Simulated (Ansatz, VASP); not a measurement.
**Cross-check of Al (Aluminum) between VASP and Ansatz**

One calculation is typed for both programs; each brings its own data sets and cutoff. How far apart do they land?

Main program and level: Ansatz 0.2.0; plane waves, with VASP 6.6.1 beside it; single point at PBEsol.

### Step 1. The starting structure

The structure is cubic, space group Fm-3m (No. 225). Conventional cell: a = 4.050 Å, b = 4.050 Å, c = 4.050 Å, α = 90.00°, β = 90.00°, γ = 90.00°. Nearest to Al lie 12 Al at 2.86 Å.

Structure file:

```cif
data_structure
_symmetry_space_group_name_H-M 'P 1'
_symmetry_Int_Tables_number 1
_cell_length_a 2.8635
_cell_length_b 2.8635
_cell_length_c 2.8635
_cell_angle_alpha 60.000
_cell_angle_beta 60.000
_cell_angle_gamma 60.000
_cell_volume 16.60
loop_
_atom_site_label
_atom_site_type_symbol
_atom_site_fract_x
_atom_site_fract_y
_atom_site_fract_z
_atom_site_occupancy
Al1 Al 0.00000 0.00000 0.00000 1
```

### Step 2. VASP: single point, PBEsol

With cell and atoms fixed, the geometry can't cause a difference; cores, projectors, grids and the points listed under the comparison can.

Lines of VASP's logs that name or quote its potential files are left out, and so is its time.

Contents of INCAR:

```
SYSTEM = Al
PREC = Accurate
ENCUT = 400
EDIFF = 1E-06
NELM = 100
ISMEAR = -1
SIGMA = 0.01
LREAL = .FALSE.
ALGO = Normal
GGA = PS
NBANDS = 7
LORBIT = 11
LWAVE = .FALSE.
LCHARG = .FALSE.
KPAR = 2
ISIF = 2
```

Contents of POSCAR:

```
Al
1.0
    0.0000000000      2.0248050000      2.0248050000
    2.0248050000      0.0000000000      2.0248050000
    2.0248050000      2.0248050000      0.0000000000
Al
1
Direct
    0.0000000000      0.0000000000      0.0000000000
```

Contents of KPOINTS:

```
Automatic mesh
0
Gamma
11 11 11
0 0 0
```

The projector-augmented-wave data sets are Al (PBE family, release 64).

Command:

```sh
> mpirun -np 2 vasp_std
```

Numbers of over 12 decimals in the logs are rounded to 6 here.

Log:

```text
[banner, memory and clock lines left out]
running    2 mpi-ranks, on    1 nodes
 distrk:  each k-point on    1 cores,    2 groups
 distr:  one band on    1 cores,    1 groups

 POSCAR found type information on POSCAR Al
 POSCAR found :  1 types and       1 ions
|                                                                             |
|               ----> ADVICE to this user running VASP <----                  |
|                                                                             |
|     You enforced a specific xc type in the INCAR file but a different       |
|     [... a line on the potential file left out ...]
|     I HOPE YOU KNOW WHAT YOU ARE DOING!                                     |
|                                                                             |

 LDA part: xc-table for (Slater+PW92), standard interpolation
 POSCAR, INCAR and KPOINTS ok, starting setup
 FFT: planning ... GRIDC
 FFT: planning ... GRID_SOFT
 FFT: planning ... GRID
 WAVECAR not read
 entering main loop
       N       E                     dE             d eps       ncg     rms          rms(c)
DAV:   1    -0.321250918780E+01   -0.32125E+01   -0.73354E+02   868   0.177E+02
DAV:   2    -0.412037100531E+01   -0.90786E+00   -0.90180E+00  1169   0.177E+01
DAV:   3    -0.412473501779E+01   -0.43640E-02   -0.43640E-02  1022   0.127E+00
DAV:   4    -0.412474367444E+01   -0.86566E-05   -0.86567E-05  1232   0.468E-02
DAV:   5    -0.412474368421E+01   -0.97733E-08   -0.93054E-08  1071   0.124E-03    0.138E+00
DAV:   6    -0.410776694707E+01    0.16977E-01   -0.22959E-03  1071   0.224E-01    0.785E-01
DAV:   7    -0.409632865047E+01    0.11438E-01   -0.62471E-03  1001   0.356E-01    0.166E-01
DAV:   8    -0.409631311912E+01    0.15531E-04   -0.23073E-05  1155   0.361E-02    0.105E-02
DAV:   9    -0.409631235732E+01    0.76180E-06   -0.39783E-07  1064   0.315E-03
   1 F= -.40963124E+01 E0= -.40960553E+01  d E =-.514127E-03
```

OUTCAR, selected parts (step 2):

```text
ion  position               nearest neighbor table
   1  0.000  0.000  0.000-

  LATTYP: Found a face centered cubic cell.
 ALAT       =     4.0496100000

 Subroutine GETGRP returns: Found 48 space group operations
 (whereof 48 operations were pure point group operations)

The static configuration has the point symmetry O_h .

 Found     56 irreducible k-points:

   k-points           NKPTS =     56   k-points in BZ     NKDIM =     56   number of bands    NBANDS=      7

   dimension x,y,z NGX =    20 NGY =   20 NGZ =   20
   dimension x,y,z NGXF=    40 NGYF=   40 NGZF=   40

   ENCUT  =  400.0 eV  29.40 Ry    5.42 a.u.   4.67  4.67  4.67*2*pi/ulx,y,z

   NELECT =       3.0000    total number of electrons

 k-points in reciprocal lattice and weights: Automatic mesh
   0.00000000  0.00000000  0.00000000       0.001
   0.09090909  0.00000000  0.00000000       0.006
   0.18181818  0.00000000  0.00000000       0.006
   0.27272727  0.00000000  0.00000000       0.006
   0.36363636  0.00000000  0.00000000       0.006
   0.45454545  0.00000000  0.00000000       0.006
   0.09090909  0.09090909  0.00000000       0.005
   0.18181818  0.09090909  0.00000000       0.018
   0.27272727  0.09090909  0.00000000       0.018
[...]
-0.36363636  0.45454545  0.18181818       0.018
  -0.27272727  0.45454545  0.18181818       0.018

 average (electrostatic) potential at core
       1 -72.3917

 E-fermi :   7.9037

 k-point     1 :       0.0000    0.0000    0.0000
  band No.  band energies     occupation
      1      -3.2017      2.00000
      2      20.4485      0.00000
      3      20.4485      0.00000
      4      20.4485      0.00000
      5      21.8911      0.00000
      6      21.8911      0.00000
    ...

 k-point     2 :       0.0909    0.0000    0.0000
  band No.  band energies     occupation
      1      -2.9781      2.00000
      2      17.5351      0.00000
      3      19.8016      0.00000
      4      19.8016      0.00000
      5      22.5787      0.00000
      6      22.8759      0.00000
    ...

 k-point     3 :       0.1818    0.0000    0.0000
  band No.  band energies     occupation
      1      -2.3094      2.00000
      2      13.8981      0.00000
      3      19.0695      0.00000
      4      19.0695      0.00000
      5      22.3525      0.00000
      6      23.6948      0.00000
    ...

  Total       -0.2036204     -0.2036204     -0.2036204      0.0000000      0.0000000      0.0000000
  in kB      -19.6495313    -19.6495313    -19.6495313      0.0000000      0.0000000      0.0000000
  external PRESSURE =     -19.6495313 kB  Pullay stress =       0.0000000 kB

  energy-cutoff  :      400.00
  volume of cell :       16.60
      direct lattice vectors                 reciprocal lattice vectors
     0.000000000  2.024805000  2.024805000    -0.246937359  0.246937359  0.246937359
     2.024805000  0.000000000  2.024805000     0.246937359 -0.246937359  0.246937359
     2.024805000  2.024805000  0.000000000     0.246937359  0.246937359 -0.246937359

 POSITION                                       TOTAL-FORCE (eV/Angst)
 -----------------------------------------------------------------------------------
      0.00000      0.00000      0.00000         0.000000      0.000000      0.000000
 -----------------------------------------------------------------------------------
    total drift:                                0.000000     -0.000000     -0.000000

  FREE ENERGIE OF THE ION-ELECTRON SYSTEM (eV)
  ---------------------------------------------------
  free  energy   TOTEN  =        -4.0963123573 eV

  energy  without entropy=       -4.0957982299  energy(sigma->0) =       -4.09605529

 total charge
# of ion       s       p       d       tot
------------------------------------------
    1        0.431   0.336   0.000   0.767

[... 3 further parts left out ...]
```

The run ends at a pressure of -1.96 GPa.

### Step 3. Ansatz: single point, PBEsol

Ansatz runs on its default PAW (the set named soft_2) files.

The same cell, functional, mesh and smearing now go to Ansatz, which takes its cutoff from its data sets.

Contents of input.yaml:

```yaml
crystal:
  lattice:
    - [0.0, 2.024805, 2.024805]
    - [2.024805, 0.0, 2.024805]
    - [2.024805, 2.024805, 0.0]
  atoms:
    - { symbol: Al, position: [0.0, 0.0, 0.0] }
hamiltonian:
  xc: pbesol
  pseudopotentials: { kind: paw }
kpoints:
  mp_grid: { grid: [11, 11, 11] }
scf:
  occupations: { method: fermi_dirac, width: 0.01 }
  n_extra_bands: 4
output:
  forces: true
  stress: true
  eigenvalues: true
  write_density: true
  write_potential: true
  elf: true
  volumetric_format: npy
```

Command:

```sh
> ansatz run input.yaml --threads 2 --pin off --max-ram 4608MiB --backend cpu --events-out ev --progress --plain --runs-dir out
```

Log:

```text
scf.n_extra_bands = 4 over 2 filled bands (N_el = 3.0): the run solves 6 bands
Engine: ansatz 0.2.0, x86_64-unknown-linux-gnu
Pseudopotentials: kind: paw
Pseudopotential: Al, paw, valence charge 3, recommended cutoff 420 eV (normal), Al.paw.azcp
Functional definition: PBEsol
  exchange = pbesol_x
  correlation = pbesol_c
Crystal: 1 atoms, lattice volume = 16.603 Å³
Basis set: ecut = 420 eV, 331 PW (Γ), exchange–correlation on 40×40×40 points (8 copies of the dense FFT grid, shifted against one another)
Bands: 6, of which v1, the nominal top of the filled ones, is band 2 counted from 1 (1 counted from 0)
Symmetry: 48 space group operations
Space group: Fm-3m (ITA 225), of the structure as read, at distance tolerance 2.6e-5 Å
k-points: 56 of 1331
Non-local potential: Al, projectors of the file, l = 0: 2, l = 1: 2, l = 2: 1
PAW form: soft (Blöchl's): semilocal exchange-correlation on the pseudo side does not see the compensation charge
PAW frozen core: Al, regenerated for the run's functional, and the local potential with it (the file was generated under x = pbe(κ = 0.804, μ = 0.219515), c = pbe(β = 0.066725))
PAW one-centre angular grid: Al, 110 points (default); XC on 64 Gauss nodes
Initial density: superposition of atomic densities (neutral atoms: chi_scale 0, normalization atom), corrected by the library's trained network
Initial wavefunctions: pseudopotential atomic-orbital guess
Functional: x = pbesol(κ = 0.804, μ = 0.123457), c = pbesol(β = 0.046)
SCF iter   1: F=—  HF=-524.552720 eV  |F-HF|=—  |Δ(HF+E_count)|=         —  Δρ=8.36e-4  dr2=6.99e-5  ethr=1.77e-3  ⟨swp⟩=5.0  Hψ=3010  notcnv=0
preconditioner: auto → none  [insulator: Δε(μ)=0.033 eV  Ē_g=13.138 eV  σ=0.010 eV  W_gap=0.66  n_scr=0 (ndim 8)  ℏωp=15.8 eV  f_vac=0.000  D(μ)=1.60/eV (n_scr^D=14)  ε∞_Penn≈2.4]
SCF iter   2: F=—  HF=-524.552735 eV  |F-HF|=—  |Δ(HF+E_count)|=   1.48e-5  Δρ=4.27e-4  dr2=1.84e-5  ethr=2.33e-6  ⟨swp⟩=2.1  Hψ=926  notcnv=0  defer=16
SCF iter   3: F=—  HF=-524.552737 eV  |F-HF|=—  |Δ(HF+E_count)|=   2.38e-6  Δρ=2.62e-5  dr2=1.26e-7  ethr=6.13e-7  ⟨swp⟩=1.0  Hψ=305  notcnv=0  defer=16
iter 4 did not close the SCF: its close was put off for the readings that it lacked (scf_convergence_deferred on its scf_iter line)
SCF iter   4: F=-524.552737 eV  HF=-524.552737 eV  |F-HF|=6.59e-9  |Δ(HF+E_count)|=   3.56e-8  Δρ=1.10e-5  dr2=2.15e-8  ethr=4.19e-9  ⟨swp⟩=1.2  Hψ=325  notcnv=0  defer=16
iter 5 did not close the SCF: its close was put off for the readings that it lacked (scf_convergence_deferred on its scf_iter line)
SCF iter   5: F=-524.552737 eV  HF=-524.552737 eV  |F-HF|=1.03e-11  |Δ(HF+E_count)|=   5.94e-9  Δρ=7.92e-7  dr2=8.09e-11  ethr=7.16e-10  ⟨swp⟩=1.0  Hψ=305  notcnv=0  defer=16
SCF iter   6: F=-524.552737 eV  HF=-524.552737 eV  |F-HF|=2.39e-12  |Δ(HF+E_count)|=  5.68e-12  Δρ=2.11e-7  dr2=7.84e-12  ethr=2.70e-12  ⟨swp⟩=4.4  Hψ=1361  notcnv=0
SCF 1 converged in 6 iterations: F = -524.552737 eV  dr2 = 7.84e-12
  greatest PAW one-centre occupation: 0.450 electrons in one spin orbital (limit 2), on the Al atom at site 0 (counted from 0), in its partial waves of l = 0
SCF converged after 6 iterations
Free energy (F): -524.552737 eV
Harris-Foulkes:  -524.552737 eV  (|F-HF|=2.39e-12)
Internal energy: -524.552222 eV  (E = F + TS)
E sigma→0 (E₀):  -524.552479 eV
Entropy (-TS):   -0.000515 eV (-0.515 meV/atom)
Fermi energy:    7.837129 eV
--- Per-component energies (eV) ---
  E_band       = 10.244197
  E_kinetic    = 22.708312
  E_local      = 9.668919  (includes V_loc(G=0)·N_el)
  E_nonlocal   = 10.356626
  E_hartree    = 0.100053
  E_xc         = -39.351463
  E_vxc        = -29.091564  (∫ρ·V_xc dr)
  E_paw        = -454.690753  (= ΣΔE_a)
  E_vpaw       = -3.598201  (= ΣTr[D̂ρ^β])
  E_aug_tail   = -0.000003  (compensation charges beyond the density's cutoff)
  E_ewald      = -73.363052
  E_core_change = 0.019139  (= ΣΔE_core)
  E_smearing   = -0.000515  (= −TS)
  E_closure    = 0.000000  (closes the sum)
  Σ components = -524.552737   (vs F -524.552737, Δ=0.00e0)
--- Forces (eV/Å), atoms counted from 1 ---
  atom   1  Al    -0.00000000    -0.00000000    -0.00000000
  max |Σ_I F_I| component: 1.64e-32 eV/Å
--- Stress (GPa, compression-positive) ---
       -1.991224      -0.000000      -0.000000
        0.000000      -1.991224       0.000000
       -0.000000      -0.000000      -1.991224
  P = ⅓ Tr σ = -1.9912 GPa (-19.912 kbar)
--- Band table (eV; the first three rows and the last of 56) ---
  k-point 0: bands = ["-3.2598", "20.2986", "20.2986", "20.2986", "21.8136", "21.8136"]
  k-point 1: bands = ["-3.0364", "17.4379", "19.6804", "19.6804", "22.4928", "22.7639"]
  k-point 2: bands = ["-2.3681", "13.8192", "18.9642", "18.9642", "22.2702", "23.5473"]
  k-point 55: bands = ["6.4356", "6.6941", "8.0829", "9.9628", "21.6312", "24.4401"]
```

Run time: 0.31 s. Hardware: 2 threads of AMD EPYC 9R14 (Zen 4), shared host; peak memory 0.32 GiB; 0.47 s of CPU time.

The column dr2 measures how far the density is from self-consistency, as an energy; F and HF (Harris–Foulkes) agree once it is small.

The run ends at a pressure of -1.99 GPa.

### Step 4. Side by side

Known differences besides the potentials themselves: the cutoff is 420 eV in Ansatz and 400 eV in VASP; Ansatz makes its cores anew for this functional, VASP keeps those of its PBE data sets; VASP leaves aspherical gradient terms in its spheres out (LASPH is not set), Ansatz keeps them. Total energies have different zeros and are not compared.

Compared:

```tsv
quantity	Ansatz	VASP	difference
pressure (GPa)	-1.99	-1.96	-0.03
pressure without Ansatz's Pulay correction (GPa)	-2.05	-1.96	-0.09
```

Ansatz's pressure holds a Pulay correction of 0.06 GPa; VASP's holds none.

### Step 5. Results

- difference in pressure (single point, PBEsol): -0.026 GPa

In words: The difference in pressure is -0.026 GPa (single point, PBEsol), within the 1 GPa picked in this series as the mark of a large difference. How closely two codes agree says nothing of how well the functional describes the real material.

[Lines on the potential files, build, host, timing and source positions are cut from VASP's logs without a mark.]

[Logs are printed without paths, hosts, clocks, repeated set-up lines and the standing remarks that a program may print on its own settings, such as how far it seeks lower states.]

[Hosts, paths, dates, database ids (printed as entryN), source tags and the programs' standing remarks are cut or masked in the printed files.]
